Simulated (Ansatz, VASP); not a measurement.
# ZrZn (ZrZn (Pm-3m)) in two plane-wave programs

Aim: how closely do two programs agree when they are given the same cell, functional and k mesh? The cell is taken from a series of runs on this material, whose earlier steps may have relaxed, scaled, displaced or heated it; both programs get it as it stands.

Main program and level: Ansatz 0.2.0; plane waves, with VASP 6.6.1 beside it; relaxation of cell and atoms at r2SCAN.

### Step 1. The structure

The structure is cubic, space group Pm-3m (No. 221). Conventional cell: a = 3.323 Å, b = 3.323 Å, c = 3.323 Å, α = 90.00°, β = 90.00°, γ = 90.00°. Nearest to Zr lie 8 Zn at 2.88 Å. Nearest to Zn lie 8 Zr at 2.88 Å. Farther neighbours are not listed.

### Step 2. VASP: relaxation of cell and atoms, r2SCAN

The relaxed volume is the usual yardstick between codes: in a stiff, nearly cubic crystal its relative difference is about their pressure difference at one cell divided by the bulk modulus.

Lines of VASP's logs that name or quote its potential files are left out, and so is its time.

INCAR

```
SYSTEM = ZrZn
PREC = Accurate
ENCUT = 550
EDIFF = 1E-07
NELM = 120
ISMEAR = -1
SIGMA = 0.05
LREAL = .FALSE.
ALGO = Normal
METAGGA = R2SCAN
LASPH = .TRUE.
NBANDS = 18
LORBIT = 11
LWAVE = .FALSE.
LCHARG = .FALSE.
ISIF = 3
IBRION = 2
NSW = 80
EDIFFG = -0.005
GGA_COMPAT = .FALSE.
NELMIN = 4
LMIXTAU = .TRUE.
```

POSCAR

```
ZrZn
1.0
    3.3232990000      0.0000000000      0.0000000000
    0.0000000000      3.3232990000      0.0000000000
    0.0000000000      0.0000000000      3.3232990000
Zr Zn
1 1
Direct
    0.5000001505      0.5000001505      0.5000001505
    0.0000000000      0.0000000000      0.0000000000
```

KPOINTS

```
Automatic mesh
0
Gamma
12 12 12
0 0 0
```

The projector-augmented-wave data sets are Zr_sv and Zn (PBE family, release 64).

On the command line:

```sh
> mpirun -np 1 vasp_std
```

Numbers of over 12 decimals in the logs are rounded to 6 here.

The log of the run:

```text
[banner, memory and clock lines left out]
running    1 mpi-ranks, on    1 nodes
 distrk:  each k-point on    1 cores,    1 groups
 distr:  one band on    1 cores,    1 groups

 POSCAR found type information on POSCAR ZrZn
 POSCAR found :  2 types and       2 ions
|                                                                             |
|               ----> ADVICE to this user running VASP <----                  |
|                                                                             |
|     You enforced a specific xc type in the INCAR file but a different       |
|     [... a line on the potential file left out ...]
|     I HOPE YOU KNOW WHAT YOU ARE DOING!                                     |
|                                                                             |

 LDA part: xc-table for (None), standard interpolation
 POSCAR, INCAR and KPOINTS ok, starting setup
 FFT: planning ... GRIDC
 FFT: planning ... GRID_SOFT
 FFT: planning ... GRID
 WAVECAR not read
 entering main loop
       N       E                     dE             d eps       ncg     rms          rms(c)
DAV:   1     0.169559428983E+03    0.16956E+03   -0.13666E+04  3048   0.183E+03
DAV:   2    -0.246199800339E+02   -0.19418E+03   -0.18948E+03  3172   0.397E+02
DAV:   3    -0.396313232709E+02   -0.15011E+02   -0.14805E+02  4908   0.103E+02
DAV:   4    -0.403689537284E+02   -0.73763E+00   -0.73191E+00  3970   0.146E+01
DAV:   5    -0.403820250576E+02   -0.13071E-01   -0.13047E-01  3996   0.193E+00    0.131E+01
DAV:   6    -0.318740480065E+02    0.85080E+01   -0.64616E+00  4172   0.333E+01    0.462E+00
DAV:   7    -0.321314402596E+02   -0.25739E+00   -0.16330E+00  3446   0.146E+01    0.143E+00
DAV:   8    -0.321108710548E+02    0.20569E-01   -0.75696E-01  3210   0.624E+00    0.781E-01
DAV:   9    -0.322993434294E+02   -0.18847E+00   -0.13186E-01  3188   0.343E+00    0.655E-01
DAV:  10    -0.322933071738E+02    0.60363E-02   -0.28949E-02  3128   0.139E+00    0.210E-01
DAV:  11    -0.323071869219E+02   -0.13880E-01   -0.13465E-02  3140   0.118E+00    0.532E-02
DAV:  12    -0.323082096536E+02   -0.10227E-02   -0.12335E-03  3174   0.303E-01    0.322E-02
DAV:  13    -0.323080902992E+02    0.11935E-03   -0.18174E-04  3748   0.131E-01    0.173E-02
DAV:  14    -0.323082238101E+02   -0.13351E-03   -0.12809E-04  3156   0.923E-02    0.409E-03
DAV:  15    -0.323082247124E+02   -0.90232E-06   -0.15352E-06  3484   0.120E-02    0.362E-03
DAV:  16    -0.323082254807E+02   -0.76833E-06   -0.33242E-07  3136   0.848E-03    0.403E-03
DAV:  17    -0.323082288546E+02   -0.33739E-05   -0.10399E-06  3130   0.109E-02    0.422E-03
DAV:  18    -0.323082294196E+02   -0.56504E-06   -0.35031E-07  2920   0.602E-03    0.392E-03
DAV:  19    -0.323082291137E+02    0.30590E-06   -0.94105E-08  1878   0.323E-03    0.239E-03
DAV:  20    -0.323082289416E+02    0.17210E-06   -0.73090E-08  1606   0.392E-03    0.802E-04
DAV:  21    -0.323082289013E+02    0.40314E-07   -0.24642E-08  1582   0.153E-03
   1 F= -.32308229E+02 E0= -.32307085E+02  d E =-.323082E+02
 curvature:   0.00 expect dE= 0.000E+00 dE for cont linesearch  0.000E+00
 trial: gam= 0.00000 g(F)=  0.000E+00 g(S)=  0.342E-04 ort = 0.000E+00 (trialstep = 0.100E+01)
 search vector abs. value=  0.342E-04
 bond charge predicted
       N       E                     dE             d eps       ncg     rms          rms(c)
DAV:   1    -0.323088907876E+02   -0.66185E-03   -0.12607E-02  3596   0.152E+00    0.206E-01
DAV:   2    -0.323082595361E+02    0.63125E-03   -0.21916E-03  3406   0.777E-01    0.699E-02
DAV:   3    -0.323082038108E+02    0.55725E-04   -0.26705E-04  4136   0.166E-01    0.327E-02
DAV:   4    -0.323082073372E+02   -0.35264E-05   -0.36200E-05  4990   0.657E-02    0.239E-02
DAV:   5    -0.323082070607E+02    0.27651E-06   -0.23198E-05  3300   0.398E-02    0.708E-03
DAV:   6    -0.323082121240E+02   -0.50634E-05   -0.19323E-05  3142   0.379E-02    0.221E-03
DAV:   7    -0.323082135927E+02   -0.14687E-05   -0.26678E-06  4254   0.125E-02    0.238E-03
DAV:   8    -0.323082133154E+02    0.27727E-06   -0.40115E-08  1948   0.204E-03    0.181E-03
DAV:   9    -0.323082133565E+02   -0.41080E-07   -0.86830E-08  1610   0.257E-03
   2 F= -.32308213E+02 E0= -.32307063E+02  d E =0.155448E-04
 trial-energy change:    0.000016  1 .order   -0.000004   -0.000034    0.000027
 step:   0.5577(harm=  0.5577)  dis= 0.00000  next Energy=   -32.308238 (dE=-0.954E-05)
 bond charge predicted
       N       E                     dE             d eps       ncg     rms          rms(c)
DAV:   1    -0.323083492641E+02   -0.13595E-03   -0.24625E-03  3594   0.671E-01    0.913E-02
DAV:   2    -0.323082475688E+02    0.10170E-03   -0.43043E-04  3380   0.348E-01    0.309E-02
DAV:   3    -0.323082312636E+02    0.16305E-04   -0.53143E-05  4148   0.751E-02    0.146E-02
DAV:   4    -0.323082307918E+02    0.47184E-06   -0.70453E-06  4992   0.293E-02    0.106E-02
DAV:   5    -0.323082267472E+02    0.40446E-05   -0.45130E-06  3324   0.175E-02    0.309E-03
DAV:   6    -0.323082280542E+02   -0.13070E-05   -0.37743E-06  3146   0.168E-02    0.982E-04
DAV:   7    -0.323082281657E+02   -0.11155E-06   -0.51636E-07  3734   0.555E-03    0.103E-03
DAV:   8    -0.323082282643E+02   -0.98566E-07   -0.10232E-08  1594   0.106E-03
   3 F= -.32308228E+02 E0= -.32307081E+02  d E =0.637009E-06
 curvature:  -0.28 expect dE=-0.406E-08 dE for cont linesearch -0.406E-08
 trial: gam=-0.02021 g(F)=  0.394E-46 g(S)=  0.146E-07 ort = 0.706E-06 (trialstep = 0.912E+00)
 search vector abs. value=  0.106E-09
 reached required accuracy - stopping structural energy minimisation
```

From OUTCAR (step 2):

```text
ion  position               nearest neighbor table
   1  0.500  0.500  0.500-   2 2.88   2 2.88   2 2.88   2 2.88   2 2.88   2 2.88   2 2.88   2 2.88

  LATTYP: Found a simple cubic cell.
 ALAT       =     3.3232990000

 Subroutine GETGRP returns: Found 48 space group operations
 (whereof 48 operations were pure point group operations)

The static configuration has the point symmetry O_h .

 Found     84 irreducible k-points:

   k-points           NKPTS =     84   k-points in BZ     NKDIM =     84   number of bands    NBANDS=     18

   dimension x,y,z NGX =    28 NGY =   28 NGZ =   28
   dimension x,y,z NGXF=    56 NGYF=   56 NGZF=   56

   ENCUT  =  550.0 eV  40.42 Ry    6.36 a.u.   6.35  6.35  6.35*2*pi/ulx,y,z

   NELECT =      24.0000    total number of electrons

 k-points in reciprocal lattice and weights: Automatic mesh
   0.00000000  0.00000000  0.00000000       0.001
   0.08333333  0.00000000  0.00000000       0.003
   0.16666667  0.00000000  0.00000000       0.003
   0.25000000  0.00000000  0.00000000       0.003
   0.33333333  0.00000000  0.00000000       0.003
   0.41666667  0.00000000  0.00000000       0.003
   0.50000000  0.00000000  0.00000000       0.002
   0.08333333  0.08333333  0.00000000       0.007
   0.16666667  0.08333333  0.00000000       0.014
[...]
0.50000000  0.50000000  0.41666667       0.003
   0.50000000  0.50000000  0.50000000       0.001

 average (electrostatic) potential at core
       1 -82.1840       2 -37.9837

 E-fermi :   6.8764

 k-point     1 :       0.0000    0.0000    0.0000
  band No.  band energies     occupation
    ...
      8      -0.3926      2.00000
      9      -0.3926      2.00000
     10      -0.3926      2.00000
     11       5.8901      2.00000
     12       5.8901      2.00000
     13      10.6698      0.00000
     14      10.6698      0.00000
     15      10.6698      0.00000
     16      12.6697      0.00000
     17      12.6697      0.00000
    ...

 k-point     2 :       0.0833    0.0000    0.0000
  band No.  band energies     occupation
    ...
      8      -0.3961      2.00000
      9      -0.3961      2.00000
     10      -0.3899      2.00000
     11       5.9035      2.00000
     12       5.9096      2.00000
     13      10.2213      0.00000
     14      10.2213      0.00000
     15      10.6747      0.00000
     16      12.2376      0.00000
     17      13.2117      0.00000
    ...

 k-point     3 :       0.1667    0.0000    0.0000
  band No.  band energies     occupation
    ...
      8      -0.4055      2.00000
      9      -0.4055      2.00000
     10      -0.3827      2.00000
     11       5.8473      2.00000
     12       5.9645      2.00000
     13       9.4522      0.00000
     14       9.4522      0.00000
     15      10.6881      0.00000
     16      11.4554      0.00000
     17      14.2676      0.00000
    ...

  Total        0.0004487      0.0004487      0.0004487     -0.0000000      0.0000000     -0.0000000
  in kB        0.0195690      0.0195690      0.0195690     -0.0000000      0.0000000     -0.0000000
  external PRESSURE =       0.0195690 kB  Pullay stress =       0.0000000 kB

  energy-cutoff  :      550.00
  volume of cell :       36.74
      direct lattice vectors                 reciprocal lattice vectors
     3.324271077  0.000000000  0.000000000     0.300817826  0.000000000 -0.000000000
    -0.000000000  3.324271077  0.000000000    -0.000000000  0.300817826 -0.000000000
     0.000000000  0.000000000  3.324271077    -0.000000000 -0.000000000  0.300817826

 POSITION                                       TOTAL-FORCE (eV/Angst)
 -----------------------------------------------------------------------------------
      1.66214      1.66214      1.66214         0.000000     -0.000000      0.000000
      0.00000      0.00000      0.00000        -0.000000      0.000000      0.000000
 -----------------------------------------------------------------------------------
    total drift:                               -0.000809     -0.000809     -0.000809

  FREE ENERGIE OF THE ION-ELECTRON SYSTEM (eV)
  ---------------------------------------------------
  free  energy   TOTEN  =       -32.3082282643 eV

  energy  without entropy=      -32.3059330440  energy(sigma->0) =      -32.30708065

 reached required accuracy - stopping structural energy minimisation

 total charge
# of ion       s       p       d       tot
------------------------------------------
    1        2.174   5.982   1.564   9.719
    2        0.661   0.548   9.700  10.909
--------------------------------------------------
tot          2.835   6.529  11.264  20.629

[... 3 further parts left out ...]
```

### Step 3. Ansatz: relaxation of cell and atoms, r2SCAN

Ansatz runs on its PAW soft_1 files.

The same cell, functional, mesh and smearing now go to Ansatz.

input.yaml

```yaml
crystal:
  lattice:
    - [3.3232992, 0.0, 0.0]
    - [0.0, 3.3232992, 0.0]
    - [0.0, 0.0, 3.3232992]
  atoms:
    - { symbol: Zr, position: [0.5, 0.5, 0.5] }
    - { symbol: Zn, position: [0.0, 0.0, 0.0] }
basis:
  ecutwfc: 500
  xc_grid: 2
hamiltonian:
  xc: r2scan
  pseudopotentials: { kind: paw, azcp: { folder: soft_1 } }
kpoints:
  mp_grid: { grid: [12, 12, 12] }
scf:
  occupations: { method: fermi_dirac, width: 0.05 }
  max_iter: 150
output:
  forces: true
  stress: true
relax:
  f_tol: 0.01
  max_steps: 60
  cell: {}
checkpoint:
  write: "../r2scan.run"
  compress: false
  write_wavefunctions: false
  write_every: 100000
```

On the command line:

```sh
> ansatz run input.yaml --threads 4 --pin off --max-ram 6594MiB --backend cpu --events-out ev --progress --plain --runs-dir out
```

The log of the run:

```text
Engine: ansatz 0.2.0, x86_64-unknown-linux-gnu
Pseudopotentials: kind: paw
Pseudopotential: Zr, paw, valence charge 12, recommended cutoff 500 eV (meta_gga), soft_1/Zr.paw.azcp
Pseudopotential: Zn, paw, valence charge 12, recommended cutoff 500 eV (meta_gga), soft_1/Zn.paw.azcp
Functional definition: r2SCAN
  parameter k0 = 0.174
  parameter k1 = 0.065
  parameter a1 = 4.9479
  exchange = r2scan_x(k0 = k0, k1 = k1, a1 = a1)
  correlation = r2scan_c
Crystal: 2 atoms, lattice volume = 36.704 Å³
Basis set: ecut = 500 eV, 925 PW (Γ), exchange–correlation on 50×50×50 points (8 copies of the dense FFT grid, shifted against one another)
Bands: 16, of which v1, the nominal top of the filled ones, is band 12 counted from 1 (11 counted from 0)
Symmetry: 48 space group operations
Space group: Pm-3m (ITA 221), of the structure as read, at distance tolerance 3.3e-5 Å
k-points: 84 of 1728
Non-local potential: Zr, projectors of the file, l = 0: 3, l = 1: 2, l = 2: 2, l = 3: 1
Non-local potential: Zn, projectors of the file, l = 0: 2, l = 1: 2, l = 2: 3, l = 3: 1
PAW form: soft (Blöchl's): semilocal exchange-correlation on the pseudo side does not see the compensation charge
PAW frozen core: Zr, regenerated for the run's functional (the file was generated under x = pbe(κ = 0.804, μ = 0.219515), c = pbe(β = 0.066725))
PAW frozen core: Zn, regenerated for the run's functional (the file was generated under x = pbe(κ = 0.804, μ = 0.219515), c = pbe(β = 0.066725))
PAW one-centre angular grid: Zr, 590 points (default); XC on 160 Gauss nodes
PAW one-centre angular grid: Zn, 590 points (default); XC on 160 Gauss nodes
Initial density: superposition of atomic densities (chi_scale 0.1, normalization cell, long waves kept (reshape's long-wave potential 0.00 eV rms))
Initial wavefunctions: pseudopotential atomic-orbital guess
Functional: x = r2scan, c = r2scan; τ floored in thin density (d = 2e-4 eV/Å³)
SCF iter   1: F=—  HF=-7521.801624 eV  |F-HF|=—  |Δ(HF+E_count)|=         —  Δρ=8.67e-2  dr2=2.30e0  dr2_τ=1.61e-2  ethr=3.10e-3  ⟨swp⟩=5.3  Hψ=6923  notcnv=0
preconditioner: auto → none  [metal: Δε(μ)=0.039 eV  Ē_g=13.444 eV  σ=0.050 eV  W_gap=0.19  n_scr=6 (ndim 8)  ℏωp=28.7 eV  f_vac=0.000  D(μ)=0.35/eV (n_scr^D=0)  sad-step TF]
SCF iter   2: F=—  HF=-7521.422788 eV  |F-HF|=—  |Δ(HF+E_count)|=   3.79e-1  Δρ=3.41e-2  dr2=1.65e-1  dr2_τ=8.14e-3  ethr=3.10e-3  ⟨swp⟩=2.3  Hψ=3041  notcnv=0
SCF iter   3: F=—  HF=-7521.355626 eV  |F-HF|=—  |Δ(HF+E_count)|=   6.72e-2  Δρ=1.45e-2  dr2=4.08e-2  dr2_τ=9.05e-4  ethr=6.85e-4  ⟨swp⟩=2.0  Hψ=3018  notcnv=0
SCF iter   4: F=—  HF=-7521.383346 eV  |F-HF|=—  |Δ(HF+E_count)|=   2.77e-2  Δρ=8.65e-3  dr2=9.42e-3  dr2_τ=5.25e-4  ethr=1.70e-4  ⟨swp⟩=2.0  Hψ=2497  notcnv=0
SCF iter   5: F=—  HF=-7521.391633 eV  |F-HF|=—  |Δ(HF+E_count)|=   8.29e-3  Δρ=4.95e-3  dr2=9.76e-3  dr2_τ=5.53e-4  ethr=3.93e-5  ⟨swp⟩=2.0  Hψ=3002  notcnv=0
SCF iter   6: F=—  HF=-7521.388988 eV  |F-HF|=—  |Δ(HF+E_count)|=   2.65e-3  Δρ=7.53e-4  dr2=1.61e-4  dr2_τ=3.54e-6  ethr=3.93e-5  ⟨swp⟩=2.8  Hψ=2575  notcnv=0
SCF iter   7: F=—  HF=-7521.388962 eV  |F-HF|=—  |Δ(HF+E_count)|=   2.62e-5  Δρ=2.28e-4  dr2=1.23e-5  dr2_τ=2.71e-7  ethr=6.70e-7  ⟨swp⟩=2.0  Hψ=2005  notcnv=0
SCF iter   8: F=—  HF=-7521.388962 eV  |F-HF|=—  |Δ(HF+E_count)|=   1.75e-7  Δρ=6.80e-5  dr2=1.18e-6  dr2_τ=1.86e-8  ethr=5.14e-8  ⟨swp⟩=2.5  Hψ=2228  notcnv=0
SCF iter   9: F=-7521.388962 eV  HF=-7521.388962 eV  |F-HF|=1.93e-8  |Δ(HF+E_count)|=   2.12e-7  Δρ=1.04e-5  dr2=2.25e-8  dr2_τ=1.56e-10  ethr=4.17e-10  ⟨swp⟩=3.3  Hψ=5613  notcnv=0
SCF 1 converged in 9 iterations: F = -7521.388962 eV  dr2 = 2.25e-8
  greatest PAW one-centre occupation: 1.005 electrons in one spin orbital (limit 2), on the Zr atom at site 0 (counted from 0), in its partial waves of l = 0
relax step   1: F+E_penalty+E_count = -7521.38896154 eV  Δ(F+E_penalty+E_count) = +0.000e0 eV  max|allowed force component| = 1.007e-29 eV/Å  Δτ_max = 0.0000 Å  P = -0.016 GPa  Ω = 36.704 Å³  (9 SCF iters, dr2 threshold 1.00e-7 eV, accepted)
Initial density: handed on by an earlier stage of this run
Initial wavefunctions: pseudopotential atomic-orbital guess (no wavefunctions were taken with the density)
iter 1 solved again at ethr=3.69e-8 eV; its pass at ethr=3.10e-3 eV (dr2=8.86e-6 eV) is discarded
SCF iter   1: F=—  HF=-7521.388964 eV  |F-HF|=—  |Δ(HF+E_count)|=         —  Δρ=1.02e-5  dr2=2.32e-8  dr2_τ=1.33e-10  ethr=3.69e-8  ⟨swp⟩=3.1  Hψ=11068  notcnv=0
preconditioner: auto → none  [insulator: Δε(μ)=0.202 eV  Ē_g=14.474 eV  σ=0.050 eV  W_gap=0.74  n_scr=6 (ndim 8)  ℏωp=28.7 eV  f_vac=0.000  D(μ)=0.21/eV (n_scr^D=0)  ε∞_Penn≈4.9]
SCF iter   2: F=—  HF=-7521.388962 eV  |F-HF|=—  |Δ(HF+E_count)|=   2.08e-6  Δρ=5.97e-6  dr2=1.01e-8  dr2_τ=3.14e-10  ethr=9.68e-11  ⟨swp⟩=2.1  Hψ=2356  notcnv=0
SCF iter   3: F=—  HF=-7521.388962 eV  |F-HF|=—  |Δ(HF+E_count)|=   3.88e-9  Δρ=1.75e-6  dr2=4.46e-10  dr2_τ=1.83e-11  ethr=4.22e-11  ⟨swp⟩=2.0  Hψ=1997  notcnv=0
SCF iter   4: F=—  HF=-7521.388962 eV  |F-HF|=—  |Δ(HF+E_count)|=  2.66e-10  Δρ=4.32e-7  dr2=1.02e-10  dr2_τ=1.29e-11  ethr=1.86e-12  ⟨swp⟩=2.0  Hψ=2227  notcnv=0
SCF iter   5: F=-7521.388962 eV  HF=-7521.388962 eV  |F-HF|=1.09e-11  |Δ(HF+E_count)|=  3.18e-11  Δρ=1.99e-7  dr2=1.67e-11  dr2_τ=2.69e-12  ethr=1.00e-12  ⟨swp⟩=4.7  Hψ=6033  notcnv=0
SCF 2 converged in 5 iterations: F = -7521.388962 eV  dr2 = 1.67e-11
relax step   2: F+E_penalty+E_count = -7521.38896156 eV  Δ(F+E_penalty+E_count) = -1.505e-8 eV  max|allowed force component| = 1.205e-29 eV/Å  Δτ_max = 0.0000 Å  P = -0.016 GPa  Ω = 36.704 Å³  stress off target by 1.61e-2 GPa  SCF on the basis re-selected at this cell (its energy is not comparable with the rows above)  (5 SCF iters)
basis re-selected at this cell: Δ(F+E_penalty+E_count) = -1.505e-8 eV, ΔP = +0.000 GPa vs the last step (what re-selecting the basis moved, of the pressure what is left beyond the Pulay correction that the steps carried, after the strain that the cell walked since its last selection, with what the two solves' SCF thresholds leave and, on support functions, any second-order correction that the steps lacked; it is no m [...]
SCF converged after 5 iterations
Free energy (F): -7521.388962 eV
Harris-Foulkes:  -7521.388962 eV  (|F-HF|=1.09e-11)
Internal energy: -7521.386678 eV  (E = F + TS)
E sigma→0 (E₀):  -7521.387820 eV
Entropy (-TS):   -0.002284 eV (-1.142 meV/atom)
Fermi energy:    13.282868 eV
--- Per-component energies (eV) ---
  E_band       = -39.630222
  E_kinetic    = 462.900462
  E_local      = -2358.691091  (includes V_loc(G=0)·N_el)
  E_nonlocal   = 894.516090
  E_hartree    = 863.733293
  E_xc         = -219.083064
  E_vxc        = -254.560011  (∫ρ·V_xc dr)
  E_paw        = -4893.741190  (= ΣΔE_a)
  E_vpaw       = -526.235329  (= ΣTr[D̂ρ^β])
  E_aug_tail   = 0.000063  (compensation charges beyond the density's cutoff)
  E_vtau       = 14.973064  (kinetic-family band-sum trace: ∫τ·v_τ [+ j·A + Jᵃ·Aᵃ] dr)
  E_ewald      = -2270.673882
  E_core_change = -0.347359  (= ΣΔE_core)
  E_smearing   = -0.002284  (= −TS)
  E_closure    = -0.000000  (closes the sum)
  Σ components = -7521.388962   (vs F -7521.388962, Δ=0.00e0)
--- Forces (eV/Å), atoms counted from 1 ---
  atom   1  Zr     0.00000000    -0.00000000     0.00000000
  atom   2  Zn    -0.00000000     0.00000000     0.00000000
  max |Σ_I F_I| component: 2.01e-29 eV/Å
--- Stress (GPa, compression-positive) ---
       -0.016112       0.000000       0.000000
        0.000000      -0.016112       0.000000
        0.000000       0.000000      -0.016112
  P = ⅓ Tr σ = -0.0161 GPa (-0.161 kbar)
--- Relaxed structure (1 steps of the walk, 1 accepted, 1 SCFs on fresh bases) ---
  F+E_penalty+E_count = -7521.38896156 eV   max|allowed force component| = 1.205e-29 eV/Å   (the final SCF, on the basis selected at the relaxed cell)
  cell:  # Å, volume = 36.7036 Å³
    - [3.3232992, 0.0, 0.0]
    - [0.0, 3.3232992, 0.0]
    - [0.0, 0.0, 3.3232992]
  atoms:
    - { symbol: Zr, position: [0.5, 0.5, 0.5] }
    - { symbol: Zn, position: [0.0, 0.0, 0.0] }
```

### Step 4. Side by side

Known differences besides the potentials themselves: VASP keeps PBE cores, Ansatz makes them for the functional; the cutoff is 500 eV in Ansatz and 550 eV in VASP; Ansatz adds a Pulay correction to the stress that steers its cell, VASP none. Total energies have different zeros and are not compared.

Compared:

```
                                         quantity  Ansatz   VASP  difference
                                      volume (Å³)   36.70  36.74     -0.09 %
edge a after relaxation, in the typed setting (Å)   3.323  3.324     -0.03 %
```

### Step 5. What came out

| Quantity | Value |
| --- | --- |
| difference in volume (relaxation of cell and atoms, r2SCAN) | -0.088 % |

The difference in volume is -0.088 % (relaxation of cell and atoms, r2SCAN), within the 1.2 % picked in this series as the mark of a large difference, as far as the stopping tolerances let one tell. Such differences can come from data sets, numerical settings and the points named under the comparisons, not from the functional's error against experiment.

[Lines on the potential files, build, host, timing and source positions are cut from VASP's logs without a mark.]

[Logs are printed without paths, hosts, clocks, repeated set-up lines and the standing remarks that a program may print on its own settings, such as how far it seeks lower states.]

[Hosts, paths, dates, database ids (printed as entryN), source tags and the programs' standing remarks are cut or masked in the printed files.]
